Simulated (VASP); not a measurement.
Input:

```
Mo
1.0
   -1.58778     1.58778     1.58778
    1.58778    -1.58778     1.58778
    1.58778     1.58778    -1.58778
Mo
1
Direct
  0.00000   0.00000   0.00000
```

All values below come from revPBE GGA, VASP's PBE PAW potentials (set 64) (plane waves; VASP 6.6.1). Settings: 520 eV cut-off, 18×18×18 Γ-centred mesh, tetrahedra with Blöchl corrections, potentials Mo_sv.

Q: Predict the energy per atom (σ→0), band gap (on the k-mesh) with the smallest direct gap where there is one.

A: 
```yaml
band gap (on the k-mesh): none (metal, semimetal or under 0.01 eV)
energy per atom (σ→0): -10.483 eV/atom
```

Only differences to runs with the same potentials and settings are physical.

The compound is Mo in the bcc structure. It was relaxed first.
